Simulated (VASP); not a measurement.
## RuB (relaxed from the rock salt structure, space group Fm-3m): computed properties

All values below come from LDA (Ceperley-Alder, Perdew-Zunger), VASP's LDA PAW potentials (set 64) (plane waves; VASP).

For RuB, the space group comes out as Fm-3m (225) and the cell comes out as a = 4.313 Å, b = 4.313 Å, c = 4.313 Å, α = 90.00°, β = 90.00°, γ = 90.00°. The volume per atom is 10.03 Å³/atom and the band gap (over mesh and band path) is none (metal, semimetal or under 0.01 eV). The density is 9.26 g/cm³.

```
CELL_PARAMETERS angstrom
      0.00000     2.15634     2.15634
      2.15634     0.00000     2.15634
      2.15634     2.15634     0.00000
ATOMIC_POSITIONS crystal
  Ru 0.00000 0.00000 0.00000
  B  0.50000 0.50000 0.50000
```

The structure was generated: RuB was put into the rock salt type (Fm-3m), which need not be its known phase. It was relaxed first, which changed the volume by -35 %. Symmetry was kept, so distortions that lower it aren't found. The electron count is odd and the run is not spin-polarised, which forces a metal.
